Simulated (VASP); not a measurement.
Computed with vdW-DF-cx, VASP's PBE PAW potentials (set 64) (plane waves; VASP 6.6.1).

A VASP calculation is set up with these files.

**KPOINTS**
```
Automatic mesh
0
Gamma
7 7 7
0 0 0
```

File POSCAR:
```
Sr
1.0
  0.0000000000   2.9629335122   2.9629335122
  2.9629335122   0.0000000000   2.9629335122
  2.9629335122   2.9629335122   0.0000000000
Sr
1
direct
  0.0000000000   0.0000000000   0.0000000000
```

**INCAR**
```
AGGAC = 0.0
ALGO = Normal
EDIFF = 1E-6
EDIFFG = -0.01
ENCUT = 520
GGA = CX
IBRION = 2
ISIF = 3
ISMEAR = 0
LASPH = T
LCHARG = F
LMAXMIX = 4
LREAL = F
LUSE_VDW = T
LWAVE = F
NELM = 100
NSW = 60
PREC = Accurate
SIGMA = 0.05
SYSTEM = Sr
```

POTCAR, in this order: Sr_sv (PBE.64 set). Program: vasp_std.

What will the output report for the number of irreducible k-points (NKPTS), largest plane-wave count, number of space-group operations, FFT grid (NGX, NGY, NGZ)?

```json
{
  "number of irreducible k-points (NKPTS)": "20",
  "largest_plane_wave_count": "1416",
  "number_of_space_group_operations": "48",
  "FFT grid (NGX, NGY, NGZ)": "32 × 32 × 32"
}
```

The compound is Sr in the fcc structure. This run relaxes it. Symmetry was kept, so distortions that lower it aren't found. The start is the result of an earlier pass.
